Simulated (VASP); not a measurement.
```xyz
2
Lattice="0.0000 3.2265 3.2265 3.2265 0.0000 3.2265 3.2265 3.2265 0.0000" Properties=species:S:1:pos:R:3 pbc="T T T"
In     0.0000     0.0000     0.0000
Sb     1.6133     1.6133     1.6133
```

Method: PBEsol GGA, VASP's PBE PAW potentials (set 64) (plane waves; VASP 6.6.1). Run with 520 eV cut-off, 10×10×10 Γ-centred mesh, first-order Methfessel-Paxton smearing of 0.10 eV, potentials In_d Sb.

Unless said otherwise, spin-orbit coupling is left out, though it shifts the bands of the heavy elements here.

### Question
Estimate the energy per atom (σ→0), pressure, band gap (on the k-mesh) with the smallest direct gap where there is one.

### Answer

```
Property                                                     Value
------------------------  ----------------------------------------
band gap (on the k-mesh)  none (metal, semimetal or under 0.01 eV)
energy per atom (σ→0)                           -371.0 kJ/mol-atom
pressure                                                  1.43 GPa
```

Only differences to runs with the same potentials and settings are physical.

The compound is InSb in the zinc blende structure. This cell is one point of a volume scan, at 0.97 of the reference volume.
